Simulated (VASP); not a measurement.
Wanted: the native input for a VASP 6.6.1 run.

| Quantity | Value |
| --- | --- |
| Task | single point |
| Functional | PBE |
| Potentials or basis | VASP PAW PBE potentials, release 64 (Ta_pv, Te) |
| Cutoff | 520 eV |
| k mesh | 6 × 6 × 6 |
| Occupations | gaussian, width 0.1 eV |
| Spin | no spin polarisation |
| Dipole correction | no |
| Further INCAR settings | ALGO = Fast; EDIFF = 1e-07; NBANDS = 16 |

The structure of TaTe lies in POSCAR:

```
TaTe
1.0
    3.4196885943      0.0000000000      0.0000000000
    0.0000000000      3.4196885943      0.0000000000
    0.0000000000      0.0000000000      3.4196885943
Ta Te
1 1
Direct
    0.5000000000      0.5000000000      0.5000000000
    0.0000000000      0.0000000000      0.0000000000
```

The cell was built by a generator and needn't be a form met in nature.

The cell isn't the ideal one: random cell by space group and Wyckoff sites (Pm-3m, No. 221).

One way to write it, as run:

INCAR

```
SYSTEM = TaTe
  ALGO = Fast
  EDIFF = 1E-7
  ENCUT = 520
  GGA = PE
  ISIF = 2
  ISMEAR = 0
  LASPH = .True.
  LCHARG = .False.
  LREAL = .False.
  LWAVE = .False.
  NBANDS = 16
  NELM = 60
  PREC = Accurate
  SIGMA = 0.1
```

KPOINTS

```
k-points
0
Gamma
  6 6 6
  0 0 0
```

Potentials or basis: VASP PAW PBE potentials, release 64 (Ta_pv, Te).

Launch:

```bash
$ cat potpaw_PBE.64/Ta_pv/POTCAR potpaw_PBE.64/Te/POTCAR > POTCAR
$ mpirun -np 1 vasp_std > vasp.out
```

It gave:

| Quantity | Value |
| --- | --- |
| Pressure | 0.0 GPa |
| Band gap on the k mesh | none (metal or under the smearing width) |

Run time: 11 s on 1 thread of AMD EPYC 9R14 (Zen 4), on a shared host, peak memory 0.12 GiB.
